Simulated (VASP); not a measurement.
## CeO2 with PBE + U: from relaxation to properties

What structure and properties does PBE + U give CeO2, and how near are they to the measured ones? The steps: full relaxation (PBE + U), second relaxation, density, ELF and potential (PBE + U), band structure (PBE + U), density of states (PBE + U), vibrations at Γ (PBE + U), volume scan with PBE + U, fit for PBE + U, optical spectrum (PBE + U), independent-particle dielectric function (PBE + U), core-level energies (PBE + U) and bands along the symmetry lines (PBE + U + SOC). The start is a cell from a database of measured crystal structures.

Main program and level: VASP 6.6.1; PBE, DFT+U (Ce f 5 eV), spin-polarised from a ferromagnetic start (one magnetic atom a cell); plane waves and PAW (Ce, O), in the first sound run; inputs show where later runs differ.

Experimental background.

“New synchrotron powder diffraction facility for long-duration experiments” (2017, pmc:5294393) reports for CeO2, cubic fluorite, by synchrotron X-ray powder diffraction, refinement (NIST standard powder, 100 micrometre thin sample, 25 keV beam): lattice constant a (cubic a, average of weekly measurements over 17 weeks) 5.41168 ± 2e-05 Å [Average of repeated refinements on a certified reference powder (certified a = 5.41165 …].

For CeO2, fluorite (bulk crystal, 300 K), “Atomistic and experimental study on thermal conductivity of bulk and porous cerium dioxide” (2019, pmc:6474893) quotes earlier work: bulk modulus (bulk modulus, quoted experiment) 204 GPa.

“Probing individual layers in functional oxide multilayers by wavelength-dependent Raman scattering” (2012, arxiv:1205.3334) reports for CeO2, fluorite, by Raman scattering (strain-free reference powder, 300 K): Raman mode (F2g) about 465 cm⁻¹.

Report form: the programs' logs are mostly left out.

**1. Set-up**

Before any relaxation, the start is as follows. The structure is cubic, space group Fm-3m (No. 225). Conventional cell: a = 5.407 Å, b = 5.407 Å, c = 5.407 Å, α = 90.00°, β = 90.00°, γ = 90.00°. Nearest to Ce lie 8 O at 2.34 Å. O has 4 Ce at 2.34 Å nearest. Farther neighbours and most contacts between anions are not listed.

As a file:

```cif
data_structure
_symmetry_space_group_name_H-M 'Fm-3m'
_symmetry_Int_Tables_number 225
_cell_length_a 5.4073
_cell_length_b 5.4073
_cell_length_c 5.4073
_cell_angle_alpha 90.000
_cell_angle_beta 90.000
_cell_angle_gamma 90.000
_cell_volume 158.10
loop_
_atom_site_label
_atom_site_type_symbol
_atom_site_symmetry_multiplicity
_atom_site_Wyckoff_symbol
_atom_site_fract_x
_atom_site_fract_y
_atom_site_fract_z
_atom_site_occupancy
Ce1 Ce 4 a 0.00000 0.00000 0.00000 1
O1 O 8 c 0.25000 0.75000 0.75000 1
```

**2. Full relaxation (PBE + U)**

Properties are meant for the cell that this level of theory prefers, so cell and atoms are relaxed first (ISIF = 3) until forces and stress are small; EDIFFG sets the threshold. PBE, the usual starting point, adds the gradient of the density. A Hubbard U penalises fractional filling of the localised shell, which semilocal functionals favour.

Contents of INCAR:

```
SYSTEM = CeO2
PREC = Accurate
ENCUT = 520
EDIFF = 1E-06
NELM = 100
ISMEAR = 0
SIGMA = 0.05
LREAL = .FALSE.
ALGO = Normal
GGA = PE
NBANDS = 19
ISPIN = 2
MAGMOM = 1 0 0
LDAU = .TRUE.
LDAUTYPE = 2
LDAUL = 3 -1
LDAUU = 5 0
LDAUJ = 0 0
LDAUPRINT = 1
LASPH = .TRUE.
LMAXMIX = 6
LORBIT = 11
LWAVE = .FALSE.
LCHARG = .FALSE.
KPAR = 2
IBRION = 2
NSW = 60
ISIF = 3
EDIFFG = -0.01
```

Contents of POSCAR:

```
CeO2
1.0
    0.0000000000      2.7036500000      2.7036500000
    2.7036500000      0.0000000000      2.7036500000
    2.7036500000      2.7036500000      0.0000000000
Ce O
1 2
Direct
    0.0000000000      0.0000000000      0.0000000000
    0.2500000000      0.2500000000      0.2500000000
    0.7500000000      0.7500000000      0.7500000000
```

Contents of KPOINTS:

```
Automatic mesh
0
Gamma
6 6 6
0 0 0
```

PAW data sets: Ce and O (PBE family, release 64).

Command:

```bash
$ mpirun -np 2 vasp_std
```

It took 2 min on 2 MPI ranks of AMD EPYC 7R43, shared host; peak memory 0.34 GiB.

The moments of the start collapse, so the state is non-magnetic; other starts or orders were not tried. The gap is read on the k-mesh alone, so it is an upper bound where the band edges lie off the mesh. DFT+U on an f shell has many metastable occupations, and no search among them was made. The run keeps the 48 symmetry operations of its start, so it cannot find a distortion of lower symmetry.

The steps of the relaxation:

```
step  energy less that of the first step (eV)  largest force (eV/Å)  pressure (GPa)  volume (Å³)
   1                                   0.0000                0.0000           10.59        39.53
   2                                   0.0548                0.0000          -11.59        44.72
   3                                  -0.0652                0.0000           -0.31        41.63
   4                                  -0.0652                0.0000            0.10        41.57
```

```
conventional cell, symmetrised  before  after  change
                         a (Å)   5.407  5.499  +1.7 %
                         b (Å)   5.407  5.499  +1.7 %
                         c (Å)   5.407  5.499  +1.7 %
              volume (Å³/atom)   13.18  13.86  +5.2 %
```

The relaxed structure:

```xyz
3
Lattice="0.0000 2.7495 2.7495 2.7495 0.0000 2.7495 2.7495 2.7495 0.0000" Properties=species:S:1:pos:R:3 pbc="T T T"
Ce    0.0000    0.0000    0.0000
O     1.3747    1.3747    1.3747
O     4.1242    4.1242    4.1242
```

Numbers from this step:

```yaml
electrons: 24
bands: 19
irreducible_k_points: 16
symmetry_operations: 48
free_energy_toten: -24.32 eV
fermi_energy: 5.285 eV
pressure: 0.09773 GPa
metallic: no
valence_top_at_k: 0.5, 0.3333, 0.1667
conduction_bottom_at_k: 0.5, 0, 0
least_direct_gap_at_k: -0.3333, 0.1667, 0
scf_cycles_over_all_ionic_steps: 57
gap_on_the_k_mesh: 2.373 eV
least_direct_gap_on_the_k_mesh: 2.520 eV
```

The spin moment in the PAW sphere vanishes on all atoms.

It ends with forces that vanish by symmetry and a pressure of 0.10 GPa. The volume lies +5.2 % from that of the database's start.

**3. Second relaxation**

A relaxation keeps the plane waves of the cell it began with, so it is repeated from the new cell, on a basis made for it.

INCAR is that of step 2.

Contents of POSCAR:

```
CeO2
1.0
    0.0000000000      2.7494850744      2.7494850744
    2.7494850744      0.0000000000      2.7494850744
    2.7494850744      2.7494850744      0.0000000000
Ce O
1 2
Direct
    0.0000000000      0.0000000000      0.0000000000
    0.2500000000      0.2500000000      0.2500000000
    0.7500000000      0.7500000000      0.7500000000
```

KPOINTS is that of step 2.

Command:

```bash
$ mpirun -np 2 vasp_std
```

Wall time 74 s (2 MPI ranks); peak memory 0.36 GiB; 2.4 min of CPU time.

Little changed from the start: no atom moved by 0.005 Å and no cell edge by 0.1 %.

Numbers from this step:

- Fermi energy: 5.267 eV
- pressure: -0.03628 GPa
- SCF cycles over all ionic steps: 33
- gap on the k-mesh: 2.368 eV
- least direct gap on the k-mesh: 2.515 eV

It ends with forces that vanish by symmetry and a pressure of -0.04 GPa. The volume moved by only 0.12 %, so the cell is settled.

**4. Density, ELF and potential (PBE + U)**

A single point on the relaxed cell gives a clean self-consistent state, with density, ELF and potential written out.

INCAR: that of step 3 with these lines changed.

```diff
@@ -23,7 +23,5 @@
 LWAVE = .FALSE.
-LCHARG = .FALSE.
-KPAR = 2
-IBRION = 2
-NSW = 60
-ISIF = 3
-EDIFFG = -0.01
+LCHARG = .TRUE.
+ISIF = 2
+LELF = .TRUE.
+LVHAR = .TRUE.
```

Contents of POSCAR:

```
CeO2
1.0
    0.0000000000      2.7505831653      2.7505831653
    2.7505831653      0.0000000000      2.7505831653
    2.7505831653      2.7505831653      0.0000000000
Ce O
1 2
Direct
    0.0000000000      0.0000000000      0.0000000000
    0.2500000000      0.2500000000      0.2500000000
    0.7500000000      0.7500000000      0.7500000000
```

KPOINTS is that of step 3.

Command:

```bash
$ mpirun -np 2 vasp_std
```

Elapsed: 53 s, on 2 MPI ranks; peak memory 0.27 GiB; 1.7 min of CPU time.

With spin, VASP writes an ELF for each channel.

Numbers from this step:

```yaml
scf_cycles: 22
bands: 20
free_energy_toten: -24.33 eV
fermi_energy: 5.261 eV
pressure: -0.04852 GPa
```

Valence electrons inside each PAW sphere by angular momentum. Sphere charges, by row:

```
atom  s (e)  p (e)  d (e)  f (e)  tot (e)
 Ce1   2.01  5.815   0.91  0.699    9.433
  O2  1.571  3.445      0      0    5.016
  O3  1.571  3.445      0      0    5.016
```

ELF of down spins in the ac plane of a cell with a along [110], b along [-110] and c along [001] of the cube at fractional y = 0.000, with atoms of Ce and O within 0.2 Å of it. It is the smooth field of the valence electrons, not physical close to the nuclei.

Ten even steps from '_' (0.01) to '@' (0.86), each cell a mean:
```
++@@%%--..--::::**@@**++@@%%--..--::::**@@**
@@@@**--**%%##====%%@@@@@@**--**%%##====%%@@
##++::**@@%%%%##--==####++::**@@%%%%##--==##
....::%%%%**##@@++........::%%%%**##@@++....
____--%%@@%%%%@@**..______--%%@@%%%%@@**..__
____::++%%%%%%##==..______::++%%%%%%##==..__
______::------::..__________::------::..____
________........______________........______
____..--++****==::________..--++****==::____
____--##@@@@@@%%++..______--##@@@@@@%%++..__
____--%%@@####@@**..______--%%@@####@@**..__
==::::##%%**%%%%==..--==::::##%%**%%%%==..--
@@##====%%@@@@**--**@@@@##====%%@@@@**--**@@
%%@@##--==**++--++@@@@%%@@##--==**++--++@@@@
::%%@@==........##@@++::%%@@==........##@@++
```
Columns run along a (7.8 Å), rows up along c (5.5 Å), edges of the conventional cell, whose origin can differ from the input's. Atoms in or near the plane, at fractional coordinates: Ce at (0.00, 0.00), Ce at (0.50, 0.00), O at (0.25, 0.25), O at (0.75, 0.25), O at (0.25, 0.75), O at (0.75, 0.75).

Valence density in the ac plane of a cell with a along [110], b along [-110] and c along [001] of the cube at fractional y = 0.000, with atoms of Ce and O within 0.2 Å of it. It is the smooth field of the valence electrons, not physical close to the nuclei.

Values in e/Å³, 8 rows by 16 columns, each cell a mean:
```
1.7 1.6 0.5 0.5 0.5 0.4 1.1 1.9 1.7 1.6 0.5 0.5 0.5 0.4 1.1 1.9
0.6 0.4 0.8 3.8 4.9 1.4 0.4 0.5 0.6 0.4 0.8 3.8 4.9 1.4 0.4 0.5
0.0 0.1 0.5 2.7 3.6 1.0 0.2 0.1 0.0 0.1 0.5 2.7 3.6 1.0 0.2 0.1
0.0 0.0 0.1 0.2 0.3 0.1 0.1 0.0 0.0 0.0 0.1 0.2 0.3 0.1 0.1 0.0
0.0 0.0 0.2 0.4 0.5 0.2 0.1 0.0 0.0 0.0 0.2 0.4 0.5 0.2 0.1 0.0
0.1 0.1 0.7 3.7 4.9 1.4 0.2 0.1 0.1 0.1 0.7 3.7 4.9 1.4 0.2 0.1
1.0 0.6 0.7 2.8 3.6 1.1 0.5 0.9 1.0 0.6 0.7 2.8 3.6 1.1 0.5 0.9
1.3 1.7 0.5 0.3 0.3 0.3 1.3 1.7 1.3 1.7 0.5 0.3 0.3 0.3 1.3 1.7
```
Columns run along a (7.8 Å), rows up along c (5.5 Å), edges of the conventional cell, whose origin can differ from the input's. Atoms in or near the plane, at fractional coordinates: Ce at (0.00, 0.00), Ce at (0.50, 0.00), O at (0.25, 0.25), O at (0.75, 0.25), O at (0.25, 0.75), O at (0.75, 0.75).

Electrostatic potential energy in the ac plane of a cell with a along [110], b along [-110] and c along [001] of the cube at fractional y = 0.000, with atoms of Ce and O within 0.2 Å of it. With pseudopotentials it is smooth inside the atoms' cores, unlike the true potential.

Ten even steps from '_' (-67 eV) to '@' (5 eV), each cell a mean:
```
__..==%%@@@@@@@@**::____..==%%@@@@@@@@**::__
::==**%%@@%%@@@@%%++::::==**%%@@%%@@@@%%++::
**##%%@@**--==%%@@%%****##%%@@**--==%%@@%%**
%%@@@@@@==::::##@@@@@@%%@@@@@@==::::##@@@@@@
@@@@@@@@**--==%%@@@@@@@@@@@@@@**--==%%@@@@@@
@@@@@@@@@@%%@@@@@@@@@@@@@@@@@@@@%%@@@@@@@@@@
@@@@@@@@@@@@@@@@@@@@@@@@@@@@@@@@@@@@@@@@@@@@
@@@@@@@@@@@@@@@@@@@@@@@@@@@@@@@@@@@@@@@@@@@@
@@@@@@@@@@@@@@@@@@@@@@@@@@@@@@@@@@@@@@@@@@@@
@@@@@@@@%%**##@@@@@@@@@@@@@@@@%%**##@@@@@@@@
@@@@@@@@==::--##@@@@@@@@@@@@@@==::--##@@@@@@
%%%%@@@@==::::##@@%%%%%%%%@@@@==::::##@@%%%%
==**%%@@%%**##@@%%##++==**%%@@%%**##@@%%##++
__::++%%@@@@@@@@##==..__::++%%@@@@@@@@##==..
____==%%@@@@@@%%**::______==%%@@@@@@%%**::__
```
Columns run along a (7.8 Å; values clipped at the 3rd and 97th percentile), rows up along c (5.5 Å), edges of the conventional cell, whose origin can differ from the input's. Atoms in or near the plane, at fractional coordinates: Ce at (0.00, 0.00), Ce at (0.50, 0.00), O at (0.25, 0.25), O at (0.75, 0.25), O at (0.25, 0.75), O at (0.75, 0.75).

In this run the pressure is -0.05 GPa, small enough to go on.

**5. Band structure (PBE + U)**

The mesh alone shows little of the dispersion and can miss band extrema, so KPOINTS_OPT adds a path through the symmetry points after the self-consistent cycle.

INCAR: that of step 4 with these lines changed.

```diff
@@ -10,3 +10,3 @@
 GGA = PE
-NBANDS = 19
+NBANDS = 26
 ISPIN = 2
@@ -23,5 +23,3 @@
 LWAVE = .FALSE.
-LCHARG = .TRUE.
-ISIF = 2
-LELF = .TRUE.
-LVHAR = .TRUE.
+LCHARG = .FALSE.
+KPAR = 2
```

POSCAR is that of step 4.

KPOINTS is that of step 4.

Contents of KPOINTS_OPT:

```
Line mode
16
Line-mode
Reciprocal
  0.00000000   0.00000000   0.00000000 GAMMA
  0.50000000   0.00000000   0.50000000 X

  0.50000000   0.00000000   0.50000000 X
  0.50000000   0.25000000   0.75000000 W

  0.50000000   0.25000000   0.75000000 W
  0.37500000   0.37500000   0.75000000 K

  0.37500000   0.37500000   0.75000000 K
  0.00000000   0.00000000   0.00000000 GAMMA

  0.00000000   0.00000000   0.00000000 GAMMA
  0.50000000   0.50000000   0.50000000 L

  0.50000000   0.50000000   0.50000000 L
  0.62500000   0.25000000   0.62500000 U

  0.62500000   0.25000000   0.62500000 U
  0.50000000   0.25000000   0.75000000 W

  0.50000000   0.25000000   0.75000000 W
  0.50000000   0.50000000   0.50000000 L

  0.50000000   0.50000000   0.50000000 L
  0.37500000   0.37500000   0.75000000 K

  0.62500000   0.25000000   0.62500000 U
  0.50000000   0.00000000   0.50000000 X
```

Command:

```bash
$ mpirun -np 2 vasp_std
```

Elapsed: 3.3 min, on 2 MPI ranks; peak memory 0.38 GiB; 6.6 min of CPU time.

Spin-orbit coupling is off here; with elements this heavy it splits and shifts levels by tenths of an eV or more.

This step gave:

| Property | Result |
| --- | --- |
| bands | 26 |
| Fermi energy | 5.369 eV |
| pressure | 0.02343 GPa |
| least gap on mesh and path | 2.249 eV |
| least direct gap on mesh and path | 2.430 eV |
| valence top at k | 0.25, 0.25, 0.5 |
| least direct gap at k | 0.275, 0.275, 0.55 |

Both spin channels agree. The electronic bands at the labelled points (eV, zero at the valence-band top; v1 is the highest filled band, c1 the lowest empty one):

```
          point     v4     v3     v2     v1    c1    c2    c3    c4
              Γ  -3.77  -0.41  -0.41  -0.41  2.39  2.74  2.74  2.74
0.53 of the way  -2.55  -2.07  -0.18  -0.18  2.54  2.59  2.69  2.69
              X  -1.27  -0.80  -0.80  -0.45  2.48  2.48  2.49  2.60
0.47 of the way  -1.23  -0.89  -0.76  -0.49  2.44  2.49  2.55  2.61
              W  -1.09  -1.09  -0.69  -0.56  2.39  2.53  2.53  2.77
0.47 of the way  -1.24  -1.20  -0.59  -0.50  2.39  2.52  2.56  2.69
              K  -1.38  -1.35  -0.60  -0.37  2.40  2.51  2.59  2.63
0.47 of the way  -1.95  -1.53  -1.15  -0.05  2.53  2.53  2.65  2.76
              Γ  -3.77  -0.41  -0.41  -0.41  2.39  2.74  2.74  2.74
0.47 of the way  -2.65  -0.88  -0.64  -0.64  2.45  2.66  2.66  2.75
              L  -1.29  -1.26  -0.72  -0.72  2.25  2.56  2.56  2.75
0.47 of the way  -1.95  -1.07  -0.87  -0.29  2.31  2.55  2.59  2.74
              U  -1.38  -1.35  -0.60  -0.37  2.40  2.51  2.59  2.63
0.47 of the way  -1.26  -1.22  -0.59  -0.47  2.40  2.52  2.56  2.68
              W  -1.09  -1.09  -0.69  -0.56  2.39  2.53  2.53  2.77
0.53 of the way  -2.06  -1.03  -0.87  -0.27  2.33  2.54  2.60  2.73
              L  -1.29  -1.26  -0.72  -0.72  2.25  2.56  2.56  2.75
0.47 of the way  -1.95  -1.07  -0.87  -0.29  2.31  2.55  2.59  2.74
              K  -1.38  -1.35  -0.60  -0.37  2.40  2.51  2.59  2.63
      jump to U  -1.38  -1.35  -0.60  -0.37  2.40  2.51  2.59  2.63
0.53 of the way  -1.29  -0.94  -0.69  -0.47  2.45  2.49  2.53  2.60
              X  -1.27  -0.80  -0.80  -0.45  2.48  2.48  2.49  2.60
```

The largest weight of each band there:

```
point      v4      v3      v2      v1       c1       c2       c3       c4
    Γ  O 0.71  O 0.77  O 0.77  O 0.77  Ce 0.99  Ce 1.00  Ce 1.00  Ce 1.00
    X  O 0.78  O 0.84  O 0.84  O 0.71  Ce 1.00  Ce 1.00  Ce 1.00  Ce 1.00
    W  O 0.80  O 0.80  O 0.83  O 0.72  Ce 0.99  Ce 1.00  Ce 1.00  Ce 0.97
    K  O 0.80  O 0.78  O 0.73  O 0.85  Ce 1.00  Ce 1.00  Ce 0.99  Ce 0.99
    Γ  O 0.71  O 0.77  O 0.77  O 0.77  Ce 0.99  Ce 1.00  Ce 1.00  Ce 1.00
    L  O 0.76  O 0.91  O 0.78  O 0.78  Ce 1.00  Ce 1.00  Ce 1.00  Ce 1.00
```

The path lowers the gap by 0.12 eV against the mesh alone, so a band edge lies off the mesh.

**6. Density of states (PBE + U)**

Here the states are counted by energy and projected on the atoms. The mesh is finer than in the run before.

INCAR: that of step 5 with these lines changed.

```diff
@@ -5,3 +5,3 @@
 NELM = 100
-ISMEAR = 0
+ISMEAR = -5
 SIGMA = 0.05
@@ -25 +25,2 @@
 KPAR = 2
+NEDOS = 2001
```

POSCAR is that of step 5.

Contents of KPOINTS:

```
Automatic mesh
0
Gamma
9 9 9
0 0 0
```

Command:

```bash
$ mpirun -np 2 vasp_std
```

Elapsed: 1.8 min, on 2 MPI ranks; peak memory 0.41 GiB; 3.5 min of CPU time.

Numbers from this step:

| Property | Result |
| --- | --- |
| SCF cycles | 21 |
| irreducible k-points | 35 |
| Fermi energy | 5.155 eV |
| pressure | -0.004498 GPa |
| valence top at k | -0.2222, 0.2222, 0 |
| conduction bottom at k | 0.4444, 0, 0 |
| least direct gap at k | -0.3333, 0.2222, 0 |
| gap on the k-mesh | 2.290 eV |
| least direct gap on the k-mesh | 2.453 eV |

The density of states has structure finer than the step of the table below, so its rows give means over 0.5 eV, whole bins alone (the curve runs from -12.0 to 5.21 eV). Peaks (eV: height): total down 2.41: 9.01, 2.57: 17.9, 2.77: 20.6, 2.90: 17.2; total up 2.41: 8.99, 2.57: 17.9, 2.77: 19.5, 2.90: 17.2; Ce f up 2.41: 8.41, 2.57: 17.3, 2.77: 18.8, 2.90: 15.6; Ce f down 2.41: 8.42, 2.57: 17.3, 2.77: 19.8, 2.90: 15.6; O p up -2.81: 1.57, -0.64: 1.75, -0.23: 2.30, 2.93: 1.19.

States under -12.0 eV and over 5.2 eV are left out. Density of states against energy, zero at the valence-band top; means over each step; 7 of 8 lines; values in states/eV/cell:

```
energy (eV)  total down  total up  Ce f up  Ce f down   O p up  O p down  Ce d up
       -4.5           0         0        0          0        0         0        0
       -4.0     0.00593   0.00593        0          0  0.00257   0.00257   5.3e-4
       -3.5       0.503     0.503  0.00297    0.00297    0.241     0.241   0.0708
       -3.0        1.87      1.87   0.0163     0.0163    0.924     0.924    0.250
       -2.5        1.42      1.42   0.0249     0.0249    0.730     0.730    0.169
       -2.0        1.63      1.63   0.0598     0.0598    0.897     0.897    0.118
       -1.5        1.28      1.28   0.0812     0.0812    0.727     0.727   0.0621
       -1.0        1.92      1.92    0.190      0.190     1.14      1.14   0.0735
       -0.5        2.39      2.39    0.232      0.232     1.50      1.50   0.0685
        0.0       0.788     0.788   0.0578     0.0578    0.522     0.522   0.0184
        0.5           0         0        0          0        0         0        0
        1.0           0         0        0          0        0         0        0
        1.5           0         0        0          0        0         0        0
        2.0           0         0        0          0        0         0        0
        2.5        7.82      7.79     7.45       7.48   0.0719    0.0719   0.0305
        3.0        6.22      6.17     5.61       5.66    0.366     0.366   0.0262
        3.5           0         0        0          0        0         0        0
```

The gap on this mesh is 2.29 eV, over the 2.25 eV of the band run, since this mesh misses a band edge. In the top eV of the valence band the largest shares in the PAW spheres are O p 63 % and Ce f 9 %. The rest lies in smaller channels or between the spheres.

**7. Vibrations at Γ (PBE + U)**

Zone-centre modes test whether the atoms sit at a minimum within this cell. IBRION = 6 takes the force constants from differences of forces between displaced cells, so the forces must be tight.

INCAR: that of step 6 with these lines changed.

```diff
@@ -3,5 +3,5 @@
 ENCUT = 520
-EDIFF = 1E-06
+EDIFF = 1E-08
 NELM = 100
-ISMEAR = -5
+ISMEAR = 0
 SIGMA = 0.05
@@ -10,3 +10,3 @@
 GGA = PE
-NBANDS = 26
+NBANDS = 19
 ISPIN = 2
@@ -25,2 +25,6 @@
 KPAR = 2
-NEDOS = 2001
+IBRION = 6
+NFREE = 2
+POTIM = 0.015
+ISIF = 2
+NSW = 1
```

POSCAR is that of step 6.

Contents of KPOINTS:

```
Automatic mesh
0
Gamma
6 6 6
0 0 0
```

Command:

```bash
$ mpirun -np 2 vasp_std
```

Wall time 4.2 min (2 MPI ranks); peak memory 0.48 GiB; 8.4 min of CPU time.

The cell holds one magnetic atom, so no antiferromagnetic order fits into it. The last energy, forces, stress and levels in OUTCAR belong to the last displaced cell, not to the cell of POSCAR.

This step gave:

```
bands                     : 19
irreducible k-points      : 16
pressure of the cell      : -0.01604 GPa
largest force of the cell : 0 eV/Å
```

Transverse limit, no LO-TO splitting. Modes at Γ, with each element's share of the kinetic energy:

```
mode  frequency (cm⁻¹)  symmetry  Ce %  O %
   1               0.0  acoustic    81   19
   2               0.0  acoustic    81   19
   3               0.0  acoustic    81   19
   4             272.3       T1u    19   81
   5             272.3       T1u    19   81
   6             272.3       T1u    19   81
   7             433.3       T2g     0  100
   8             433.3       T2g     0  100
   9             433.3       T2g     0  100
```

Displacements in mode 4 (272.3 cm⁻¹), the largest set to 1:
```
Ce1 -0.02 -0.02  0.23
O2   0.08  0.11 -1.00
O3   0.08  0.11 -1.00
```

Displacements in mode 8 (433.3 cm⁻¹), the largest set to 1:
```
Ce1  0.00  0.00  0.00
O2   0.00  0.00 -1.00
O3   0.00  0.00  1.00
```

The three acoustic modes come out at zero, and all others are real. By the characters of their eigenvectors the optical modes sort into (cm⁻¹) Raman active: T2g 433; infrared active: T1u 272. With a centre of inversion no mode is active in both.

[end of part 1 of 3]

[Lines on the potential files, build, host, timing and source positions are cut from VASP's logs without a mark.]

[Logs are printed without paths, hosts, clocks, repeated set-up lines and the standing remarks that a program may print on its own settings, such as how far it seeks lower states.]

[Hosts, paths, dates, database ids (printed as entryN), source tags and the programs' standing remarks are cut or masked in the printed files.]

[Measured values are set beside computed ones only where the two were judged alike; some that the calculation misses by far are left out.]

[In band tables of VASP the shares of atoms and orbitals are scaled to a sum of 1 inside the atoms' spheres.]
